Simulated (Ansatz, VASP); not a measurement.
# Cross-check of Mo2CSO (Mo2COS MXene, 1 layer) between VASP and Ansatz, part 2 of 2

One calculation is typed for both programs; each brings its own data sets. How far apart do they land? Of the first pair: The structure shown is the start of the Ansatz relaxation below; VASP solves that cell, so the two are compared at the walk's first step.

VASP 6.6.1 and Ansatz 0.2.0.

So far: Set-up; Ansatz: relaxation, PBE.

## (3) VASP: single point, PBE, start cell, pair 1

Level of this step: PBE, no spin polarisation; plane waves and PAW (S, Mo_sv, C, O) (VASP).

The same cell, functional, mesh and smearing now go to VASP, with its own data sets.

Lines of VASP's logs that name or quote its potential files are left out, and so is its time.

The input, INCAR:

```
SYSTEM = Mo2CSO
PREC = Accurate
ENCUT = 520
EDIFF = 1E-06
NELM = 120
ISMEAR = -1
SIGMA = 0.05
LREAL = .FALSE.
ALGO = Normal
GGA = PE
NBANDS = 28
LASPH = .TRUE.
LORBIT = 11
LWAVE = .FALSE.
LCHARG = .FALSE.
ISIF = 2
LDIPOL = .TRUE.
IDIPOL = 3
DIPOL = 0.5 0.5 0.511
LVHAR = .TRUE.
GGA_COMPAT = .FALSE.
NELMDL = -8
KPAR = 2
```

The input, POSCAR:

```
Mo2CSO
1.0
    3.0247360000      0.0000000000      0.0000000000
   -1.5123680000      2.6194980000      0.0000000000
    0.0000000000      0.0000000000     20.1513580000
S Mo C O
1 2 1 1
Direct
    0.3333333333      0.6666666667      0.3721833536
    0.6666666666      0.3333333334      0.4564634304
    0.3333333333      0.6666666667      0.5749150504
    1.0000000000      0.0000000000      0.5156892156
    0.6666666666      0.3333333334      0.6278166464
```

The input, KPOINTS:

```
Automatic mesh
0
Gamma
12 12 1
0 0 0
```

The projector-augmented-wave data sets are S, Mo_sv, C and O (PBE family, release 64).

On the command line:

```console
> mpirun -np 2 vasp_std
```

Numbers of over 12 decimals in the logs are rounded to 6 here.

Output:

```text
[banner, memory and clock lines left out]
running    2 mpi-ranks, on    1 nodes
 distrk:  each k-point on    1 cores,    2 groups
 distr:  one band on    1 cores,    1 groups

 POSCAR found type information on POSCAR S MoC O
 POSCAR found :  4 types and       5 ions
 LDA part: xc-table for (Slater+PW92), standard interpolation
 POSCAR, INCAR and KPOINTS ok, starting setup
 FFT: planning ... GRIDC
 FFT: planning ... GRID_SOFT
 FFT: planning ... GRID
 WAVECAR not read
 entering main loop
       N       E                     dE             d eps       ncg     rms          rms(c)
DAV:   1     0.419297889747E+03    0.41930E+03   -0.25915E+04  1272   0.139E+03
DAV:   2    -0.248237370143E+02   -0.44412E+03   -0.43663E+03  1312   0.383E+02
DAV:   3    -0.496878634183E+02   -0.24864E+02   -0.24071E+02  1256   0.860E+01
DAV:   4    -0.505349018854E+02   -0.84704E+00   -0.83482E+00  1420   0.147E+01
DAV:   5    -0.505537574441E+02   -0.18856E-01   -0.18740E-01  1328   0.193E+00
DAV:   6    -0.505543076190E+02   -0.55017E-03   -0.55003E-03  1380   0.331E-01
DAV:   7    -0.505543341798E+02   -0.26561E-04   -0.26560E-04  1344   0.639E-02
DAV:   8    -0.505543353455E+02   -0.11658E-05   -0.11659E-05  1228   0.137E-02    0.480E+01
DAV:   9    -0.442403379534E+02    0.63140E+01   -0.55129E+01  1136   0.446E+01    0.139E+01
DAV:  10    -0.492854047843E+02   -0.50451E+01   -0.51175E+01  1268   0.380E+01    0.147E+01
DAV:  11    -0.439712710688E+02    0.53141E+01   -0.30414E+01  1344   0.303E+01    0.106E+01
DAV:  12    -0.432478174711E+02    0.72345E+00   -0.13146E+01  1340   0.163E+01    0.407E+00
DAV:  13    -0.429805571573E+02    0.26726E+00   -0.14006E+00  1168   0.729E+00    0.162E+00
DAV:  14    -0.429649989961E+02    0.15558E-01   -0.15046E-01  1304   0.236E+00    0.121E+00
[...]
DAV:  24    -0.429507516865E+02   -0.30104E-04   -0.38007E-06   892   0.681E-03    0.320E-03
DAV:  25    -0.429507606347E+02   -0.89482E-05   -0.11305E-06   876   0.617E-03    0.257E-03
DAV:  26    -0.429507716058E+02   -0.10971E-04   -0.21502E-06   908   0.653E-03    0.152E-03
DAV:  27    -0.429507790417E+02   -0.74359E-05   -0.29583E-07   688   0.311E-03    0.208E-03
DAV:  28    -0.429507862418E+02   -0.72002E-05   -0.32811E-07   728   0.220E-03    0.113E-03
DAV:  29    -0.429507908098E+02   -0.45679E-05   -0.41683E-07   756   0.239E-03    0.812E-04
DAV:  30    -0.429507920581E+02   -0.12483E-05   -0.80225E-08   652   0.111E-03    0.557E-04
DAV:  31    -0.429507921882E+02   -0.13012E-06   -0.22691E-08   532   0.635E-04
   1 F= -.42950792E+02 E0= -.42933812E+02  d E =-.339599E-01
```

Parts of OUTCAR (step 3):

```text
ion  position               nearest neighbor table
   1  0.333  0.667  0.372-   2 2.44   2 2.44   2 2.44
   2  0.667  0.333  0.456-   4 2.12   4 2.12   4 2.12   1 2.44   1 2.44   1 2.44   3 2.96   3 2.96
                             3 2.96
   3  0.333  0.667  0.575-   5 2.05   5 2.05   5 2.05   4 2.12   4 2.12   4 2.12   2 2.96   2 2.96
                             2 2.96
   4  0.000  0.000  0.516-   2 2.12   2 2.12   2 2.12   3 2.12   3 2.12   3 2.12
   5  0.667  0.333  0.628-   3 2.05   3 2.05   3 2.05

  LATTYP: Found a hexagonal cell.
 ALAT       =     3.0247360000
 C/A-ratio  =     6.6621873777

 Subroutine GETGRP returns: Found  6 space group operations
 (whereof  6 operations were pure point group operations)

The static configuration has the point symmetry C_3v.

 Found     19 irreducible k-points:

   k-points           NKPTS =     19   k-points in BZ     NKDIM =     19   number of bands    NBANDS=     28

   dimension x,y,z NGX =    24 NGY =   24 NGZ =  150
   dimension x,y,z NGXF=    48 NGYF=   48 NGZF=  300

   ENCUT  =  520.0 eV  38.22 Ry    6.18 a.u.   5.62  5.62 37.47*2*pi/ulx,y,z

   NELECT =      44.0000    total number of electrons

 k-points in reciprocal lattice and weights: Automatic mesh
   0.00000000  0.00000000  0.00000000       0.007
   0.08333333  0.00000000  0.00000000       0.042
   0.16666667  0.00000000  0.00000000       0.042
   0.25000000 -0.00000000  0.00000000       0.042
   0.33333333  0.00000000  0.00000000       0.042
   0.41666667  0.00000000  0.00000000       0.042
   0.50000000 -0.00000000  0.00000000       0.021
   0.08333333  0.08333333  0.00000000       0.042
   0.16666667  0.08333333  0.00000000       0.083
[...]
0.33333333  0.25000000  0.00000000       0.083
   0.33333333  0.33333333  0.00000000       0.014

 dipolmoment           0.000000      0.000000      0.028969 electrons x Angstroem

 average (electrostatic) potential at core
       1 -91.5877       2 -82.1145       3 -82.7149       4 -55.1686       5 -76.0168

 E-fermi :   0.5321

 k-point     1 :       0.0000    0.0000    0.0000
  band No.  band energies     occupation
    ...
     21      -0.7843      2.00000
     22      -0.1256      2.00000
     23      -0.1256      2.00000
     24       0.5083      1.23433
     25       0.5083      1.23432
     26       2.1282      0.00000
     27       2.6777      0.00000
     28       2.6777      0.00000

 k-point     2 :       0.0833    0.0000    0.0000
  band No.  band energies     occupation
    ...
     19      -1.8691      2.00000
     20      -1.6607      2.00000
     21      -1.0292      2.00000
     22       0.0034      1.99995
     23       0.1502      1.99904
     24       0.5964      0.43359
     25       0.7001      0.06721
     26       2.2787      0.00000
     27       2.4712      0.00000
     28       2.6876      0.00000

 k-point     3 :       0.1667    0.0000    0.0000
  band No.  band energies     occupation
    ...
     19      -2.1508      2.00000
     20      -1.7878      2.00000
     21      -1.4778      2.00000
     22      -0.0174      1.99997
     23       0.3939      1.88148
     24       0.7771      0.01481
     25       1.3382      0.00000
     26       2.1069      0.00000
     27       2.6742      0.00000
     28       2.9263      0.00000

  Total        6.3575150      6.3575139      2.1660367      0.0000000      0.0000000      0.0000000
  in kB       63.7952155     63.7952050     21.7353441      0.0000000      0.0000000      0.0000000
  external PRESSURE =      49.7752548 kB  Pullay stress =       0.0000000 kB

  energy-cutoff  :      520.00
  volume of cell :      159.67
      direct lattice vectors                 reciprocal lattice vectors
     3.024736000  0.000000000  0.000000000     0.330607365  0.190876267  0.000000000
    -1.512368000  2.619498000  0.000000000     0.000000000  0.381752534  0.000000000
     0.000000000  0.000000000 20.151358000     0.000000000  0.000000000  0.049624447

 POSITION                                       TOTAL-FORCE (eV/Angst)
 -----------------------------------------------------------------------------------
     -0.00000      1.74633      7.50000         0.000000      0.000000     -0.266450
      1.51237      0.87317      9.19836         0.000000      0.000000      0.034413
     -0.00000      1.74633     11.58532        -0.000000      0.000000     -0.910480
      0.00000      0.00000     10.39184         0.000000      0.000000      0.004205
      1.51237      0.87317     12.65136        -0.000000     -0.000000      1.138312
 -----------------------------------------------------------------------------------
    total drift:                                0.000001      0.000005      0.000738

  FREE ENERGIE OF THE ION-ELECTRON SYSTEM (eV)
  ---------------------------------------------------
  free  energy   TOTEN  =       -42.9507921882 eV

  energy  without entropy=      -42.9168323110  energy(sigma->0) =      -42.93381225

 vacuum level on the upper side and lower side of the slab         6.271         5.609

 total charge
# of ion       s       p       d       tot
------------------------------------------
    1        1.373   2.326   0.000   3.699
    2        2.306   6.261   4.042  12.608
    3        2.301   6.277   3.899  12.476
    4        0.892   1.597   0.000   2.489
    5        1.576   3.432   0.000   5.008
--------------------------------------------------
tot          8.448  19.892   7.941  36.280

[... 3 further parts left out ...]
```

This run has no spin polarisation, so a moment on Mo, if there is one, isn't seen.

## (4) Side by side

Known differences besides the potentials themselves: the cutoff is 420 eV in Ansatz and 520 eV in VASP. Total energies have different zeros and are not compared.

Forces (eV/Å; atoms numbered as in POSCAR):

```
atom        Ansatz x, y, z          VASP x, y, z
  S1  0.000, 0.000, -0.275  0.000, 0.000, -0.266
 Mo2   0.000, 0.000, 0.064   0.000, 0.000, 0.034
 Mo3  0.000, 0.000, -0.886  0.000, 0.000, -0.910
  C4   0.000, 0.000, 0.001   0.000, 0.000, 0.004
  O5   0.000, 0.000, 1.096   0.000, 0.000, 1.138
```

The forces differ by 15 meV/Å r.m.s., which is 3.9 % of the r.m.s. force of 0.383 eV/Å (both taken over all components). With vacuum in the cell, a pressure given here is an average over mostly empty space and none of the material.

## (5) Ansatz: relaxation, PBE

This run makes the geometry at which the two programs are then compared.

The structure compared here is the end of the Ansatz relaxation.

The input, input.yaml:

```yaml
crystal:
  lattice:
    - [3.024736, 0.0, 0.0]
    - [-1.512368, 2.6194982157, 0.0]
    - [0.0, 0.0, 20.1513579428]
  atoms:
    - { symbol: S, position: [0.3333333333, 0.6666666667, 0.3721833547] }
    - { symbol: Mo, position: [0.6666666667, 0.3333333333, 0.4564634339] }
    - { symbol: C, position: [0.0, 0.0, 0.5156892311] }
    - { symbol: Mo, position: [0.3333333333, 0.6666666667, 0.5749150284] }
    - { symbol: O, position: [0.6666666667, 0.3333333333, 0.6278166453] }
kpoints:
  mp_grid: { grid: [12, 12, 1] }
hamiltonian:
  xc: pbe
scf:
  occupations: { method: fermi_dirac, width: 0.05 }
  convergence: { dr2_threshold: 1.0e-08 }
efield:
  axis: 3
  dipole_correction: true
  ramp_position: 0.97
  ramp_width: 0.04
relax:
  f_tol: 0.01
  cell: { fix: [c, alpha, beta] }
output:
  write_potential: true
  write_density: true
  volumetric_format: npy
```

On the command line:

```console
> ansatz run input.yaml --threads 2 --pin off --max-ram 4096MiB --backend cpu --events-out ev --progress --plain --runs-dir out
```

Output:

```text
[...]
Crystal: 5 atoms, lattice volume = 159.665 Å³
Basis set: ecut = 420 eV, 3067 PW (Γ), exchange–correlation on 48×48×270 points (8 copies of the dense FFT grid, shifted against one another)
[...]
- [3.164000, 0.0, 0]
    - [-1.582000, 2.740105, 0]
    - [0, 0, 20.1513579428]
  atoms:
    - { symbol: S, position: [0.333333, 0.666667, 0.378194] }
    - { symbol: Mo, position: [0.666667, 0.333333, 0.460535] }
    - { symbol: C, position: [0, 0, 0.515351] }
    - { symbol: Mo, position: [0.333333, 0.666667, 0.569585] }
    - { symbol: O, position: [0.666667, 0.333333, 0.623403] }
[key lines of the parts left out:]
SCF converged after 3 iterations
Free energy (F): -11633.086791 eV
Fermi energy:    1.696724 eV
Dipole field:    D = -0.044985 V/Å  (p = -0.043432 e·Å, saw-weighted, corrected)
Work function:   Φ+ = 6.1891 eV   Φ− = 5.2825 eV
P = ⅓ Tr σ = 0.0069 GPa (0.069 kbar)
```

## (6) VASP: single point, PBE, relaxed cell, pair 2

The same cell, functional, mesh and smearing now go to VASP, with its own data sets.

INCAR: that of step 3 with these lines changed.

```diff
@@ -2,3 +2,3 @@
 PREC = Accurate
-ENCUT = 520
+ENCUT = 600
 EDIFF = 1E-06
@@ -18,3 +18,3 @@
 IDIPOL = 3
-DIPOL = 0.5 0.5 0.511
+DIPOL = 0.5 0.5 0.51
 LVHAR = .TRUE.
```

The input, POSCAR:

```
Mo2CSO
1.0
    3.1640004595      0.0000000000      0.0000000000
   -1.5820002297      2.7401047755      0.0000000000
    0.0000000000      0.0000000000     20.1513579428
S Mo C O
1 2 1 1
Direct
    0.3333333333      0.6666666667      0.3781939999
    0.6666666666      0.3333333334      0.4605348349
    0.3333333333      0.6666666667      0.5695854587
    1.0000000000      0.0000000000      0.5153505176
    0.6666666666      0.3333333334      0.6234028823
```

KPOINTS is that of step 3.

On the command line:

```console
> mpirun -np 2 vasp_std
```

Output:

```text
[... set-up lines as in an earlier step ...]
 entering main loop
       N       E                     dE             d eps       ncg     rms          rms(c)
DAV:   1     0.451559892007E+03    0.45156E+03   -0.26617E+04  1248   0.153E+03
DAV:   2    -0.212294799922E+02   -0.47279E+03   -0.46404E+03  1304   0.389E+02
DAV:   3    -0.502094639140E+02   -0.28980E+02   -0.28093E+02  1268   0.914E+01
DAV:   4    -0.511764071542E+02   -0.96694E+00   -0.95723E+00  1432   0.156E+01
[...]
DAV:  30    -0.432902910884E+02   -0.15045E-05   -0.69558E-08   600   0.112E-03    0.780E-04
DAV:  31    -0.432902921329E+02   -0.10444E-05   -0.77995E-08   640   0.107E-03    0.207E-04
DAV:  32    -0.432902923149E+02   -0.18209E-06   -0.21825E-08   532   0.532E-04
   1 F= -.43290292E+02 E0= -.43279648E+02  d E =-.212893E-01
```

From OUTCAR (step 6):

```text
  Total        0.0769186      0.0769186      0.0135832      0.0000000      0.0000000      0.0000000
  in kB        0.7053973      0.7053973      0.1245675      0.0000000      0.0000000      0.0000000
  external PRESSURE =       0.5117873 kB  Pullay stress =       0.0000000 kB

 POSITION                                       TOTAL-FORCE (eV/Angst)
 -----------------------------------------------------------------------------------
     -0.00000      1.82674      7.62112         0.000000      0.000000      0.009061
      1.58200      0.91337      9.28040         0.000000     -0.000000     -0.048209
     -0.00000      1.82674     11.47792         0.000000      0.000000      0.010229
      0.00000      0.00000     10.38501         0.000000      0.000000      0.001578
      1.58200      0.91337     12.56241        -0.000000     -0.000000      0.027341
 -----------------------------------------------------------------------------------
    total drift:                                0.000001     -0.000001     -0.000026

  FREE ENERGIE OF THE ION-ELECTRON SYSTEM (eV)
  ---------------------------------------------------
  free  energy   TOTEN  =       -43.2902923149 eV

  energy  without entropy=      -43.2690029861  energy(sigma->0) =      -43.27964765

[... 1 part as in an earlier step ...]

[... 2 further parts left out ...]
[key lines of the parts left out:]
E-fermi :  -0.2378
```

## (7) Comparison

What differs besides the data sets and the points named for the pairs above, as far as they apply: the cutoff is 420 eV in Ansatz and 600 eV in VASP; Ansatz's pressure holds a Pulay correction, VASP's none. Total energies have different zeros and are not compared.

Compared:

| quantity | Ansatz | VASP | difference |
| --- | --- | --- | --- |
| pressure (GPa) | 0.01 | 0.05 | -0.04 |
| work function, lower of the two faces (eV) | 5.28 | 5.26 | +0.02 |
| work function, higher of the two faces (eV) | 6.19 | 6.21 | -0.02 |

At this near-relaxed geometry the largest component of a force difference is 48 meV/Å. With vacuum in the cell, a pressure given here is an average over mostly empty space and none of the material.

## (8) What came out

```yaml
r_m_s_force_difference_single_point_pbe_start_cell_pair_1: 3.9 % of the r.m.s. force
r_m_s_force_difference_single_point_pbe_relaxed_cell_pair_2: 15 meV/Å
```

What this shows: The r.m.s. force difference is 3.9 % of the r.m.s. force (single point, PBE, start cell, pair 1), beyond the 3 % picked in this series as the mark of a large difference. What causes the difference of the single point, PBE, start cell, pair 1 pair stays open here. What causes the difference of the single point, PBE, relaxed cell, pair 2 pair stays open here. How closely two codes agree says nothing of how well the functional describes the real material.

[Lines on the potential files, build, host, timing and source positions are cut from VASP's logs without a mark.]

[Logs are printed without paths, hosts, clocks, repeated set-up lines and the standing remarks that a program may print on its own settings, such as how far it seeks lower states.]

[Hosts, paths, dates, database ids (printed as entryN), source tags and the programs' standing remarks are cut or masked in the printed files.]
